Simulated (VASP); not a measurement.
Method: PBEsol GGA, VASP's PBE PAW potentials (set 64) (plane waves; VASP).

VASP input:

### INCAR
```
! general
SYSTEM  = Ta
PREC    = Accurate
ENCUT   = 400
LREAL   = .False.   ! projection in real space or not
LASPH   = .True.

! electronic loop
EDIFF   = 1E-7
NELM    = 100
ALGO    = Normal   ! blocked Davidson
LMAXMIX = 6

! smearing
ISMEAR  = -5   ! tetrahedra, Bloechl

! functional
GGA     = PS

! ions
ISIF    = 2   ! forces and stress, cell fixed

! output
LWAVE   = .False.
LCHARG  = .True.
LORBIT  = 11   ! lm-projected
NEDOS   = 601   ! DOS grid
```

POSCAR:
```
Ta
1
    0.0000000000     2.0878924160     2.0878924160
    2.0878924160    -0.0000000000     2.0878924160
    2.0878924160     2.0878924160     0.0000000000
Ta
1
Direct
  0.0000000000   0.0000000000   0.0000000000
```

KPOINTS:
```
Automatic mesh
0
Gamma
17 17 17
0 0 0
```

POTCAR, in this order: Ta_pv (PBE.64 set). Program: vasp_std.

The resulting files:

**OSZICAR**
```
       N       E                     dE             d eps       ncg     rms          rms(c)
DAV:   1     0.366255166274E+02    0.36626E+02   -0.58248E+03  2970   0.964E+02
DAV:   2    -0.122701302283E+02   -0.48896E+02   -0.48309E+02  3788   0.217E+02
DAV:   3    -0.128236259092E+02   -0.55350E+00   -0.54525E+00  3529   0.238E+01
DAV:   4    -0.128271644813E+02   -0.35386E-02   -0.35328E-02  3522   0.156E+00
DAV:   5    -0.128271839708E+02   -0.19490E-04   -0.19396E-04  3392   0.926E-02    0.134E+01
DAV:   6    -0.124183977039E+02    0.40879E+00   -0.45536E-01  3100   0.798E+00    0.640E+00
DAV:   7    -0.122892552174E+02    0.12914E+00   -0.38075E-01  3132   0.684E+00    0.331E-01
DAV:   8    -0.122870612181E+02    0.21940E-02   -0.36358E-03  3168   0.828E-01    0.110E-01
DAV:   9    -0.122870368864E+02    0.24332E-04   -0.11198E-04  3243   0.114E-01    0.272E-02
DAV:  10    -0.122870352062E+02    0.16802E-05   -0.38232E-06  3279   0.256E-02    0.685E-03
DAV:  11    -0.122870355137E+02   -0.30749E-06   -0.23508E-07  3141   0.682E-03    0.182E-04
DAV:  12    -0.122870354678E+02    0.45910E-07   -0.14159E-09  1561   0.488E-04
   1 F= -.12287035E+02 E0= -.12287035E+02  d E =0.000000E+00
```

File OUTCAR:
```
------------------------ aborting loop because EDIFF is reached ----------------------------------------
  FORCE on cell =-STRESS in cart. coord.  units (eV):
  Direction    XX          YY          ZZ          XY          YZ          ZX
  --------------------------------------------------------------------------------------
  Total        0.0126293      0.0126293      0.0126293     -0.0000000      0.0000000     -0.0000000
  in kB        1.1115673      1.1115673      1.1115673     -0.0000000      0.0000000     -0.0000000
  external PRESSURE =       1.1115673 kB  Pullay stress =       0.0000000 kB
  volume of cell :       18.20
      direct lattice vectors                 reciprocal lattice vectors
     0.000000000  2.087892416  2.087892416    -0.239475941  0.239475941  0.239475941
     2.087892416  0.000000000  2.087892416     0.239475941 -0.239475941  0.239475941
     2.087892416  2.087892416  0.000000000     0.239475941  0.239475941 -0.239475941
 POSITION                                       TOTAL-FORCE (eV/Angst)
 -----------------------------------------------------------------------------------
      0.00000      0.00000      0.00000         0.000000      0.000000      0.000000
 -----------------------------------------------------------------------------------
    total drift:                                0.000000     -0.000000      0.000000
  FREE ENERGIE OF THE ION-ELECTRON SYSTEM (eV)
  ---------------------------------------------------
  free  energy   TOTEN  =       -12.2870354678 eV

  energy  without entropy=      -12.2870354678  energy(sigma->0) =      -12.28703547

 total charge

# of ion       s       p       d       tot
------------------------------------------
    1        0.381   6.185   2.330   8.895
```
(Selected blocks of OUTCAR.)

### OUTCAR
```
 val. band max:        5.6619873458   @ k =  -0.3529   0.3529   0.0000

 cond. band min:       5.6570298326   @ k =  -0.3529   0.4118   0.1176


 Fermi energy:         5.6042821997

 k-point     1 :       0.0000    0.0000    0.0000
  band No.  band energies     occupation
      1     -27.8498      2.00000
      2     -27.8498      2.00000
      3     -27.8498      2.00000
      4      -2.6543      2.00000
      5       6.0403      0.00000
      6       6.0403      0.00000
      7       6.0403      0.00000
      8       9.1570      0.00000
      9       9.1570      0.00000

 k-point     2 :       0.0588    0.0000    0.0000
  band No.  band energies     occupation
      1     -27.8912      2.00000
      2     -27.8549      2.00000
      3     -27.8549      2.00000
      4      -2.5093      2.00000
      5       5.9142     -0.15179
      6       6.1098      0.00000
      7       6.1098      0.00000
      8       9.0869      0.00000
      9       9.0869      0.00000

 k-point     3 :       0.1176    0.0000    0.0000
  band No.  band energies     occupation
      1     -28.0084      2.00000
      2     -27.8697      2.00000
      3     -27.8697      2.00000
      4      -2.0911      2.00000
      5       5.5929      1.47451
      6       6.2869      0.00000
      7       6.2869      0.00000
      8       8.9346      0.00000
      9       8.9346      0.00000

 k-point     4 :       0.1765    0.0000    0.0000
  band No.  band energies     occupation
      1     -28.1823      2.00000
      2     -27.8920      2.00000
      3     -27.8920      2.00000
      4      -1.4533      2.00000
      5       5.2109      2.00000
      6       6.4635      0.00000
      7       6.4635      0.00000
      8       8.8673      0.00000
      9       8.8673      0.00000

 k-point     5 :       0.2353    0.0000    0.0000
  band No.  band energies     occupation
      1     -28.3863      2.00000
      2     -27.9187      2.00000
      3     -27.9187      2.00000
...
```

For a metal the tetrahedron method with Blöchl corrections gives inexact stress and forces. Unless said otherwise, spin-orbit coupling is left out, though it shifts the bands of the heavy elements here.

The structure was generated: Ta was put into the fcc type (Fm-3m), which need not be its known phase. It was relaxed first.
